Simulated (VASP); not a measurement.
Consider the following.

```yaml
crystal:
  lattice:
    - [3.09778, 0.00000, 0.00000]
    - [-1.54889, 2.68276, 0.00000]
    - [0.00000, 0.00000, 4.89721]
  atoms:
    - { symbol: N, position: [0.00000, 0.00000, 0.00000] }
    - { symbol: Ta, position: [0.33333, 0.66667, 0.25574] }
    - { symbol: Ta, position: [0.66667, 0.33333, 0.74426] }
```

Level of theory: PBE GGA, VASP's PBE PAW potentials (set 64) (plane waves; VASP 6.6.1). Settings: 500 eV cut-off, Gaussian smearing of 0.050 eV, potentials N Ta_pv.

Unless said otherwise, spin-orbit coupling is left out, though it shifts the bands of the heavy elements here.

Q: Estimate the band gap (along the path) with the smallest direct gap where there is one.

A: 
The band gap (along the path) is none (metal, semimetal or under 0.01 eV).

The structure was generated: Ta2N was put into the CdI2 type (P-3m1), which need not be its known phase. It was relaxed first, which changed the volume by +20 %. The electron count is odd and the run is not spin-polarised, which forces a metal.
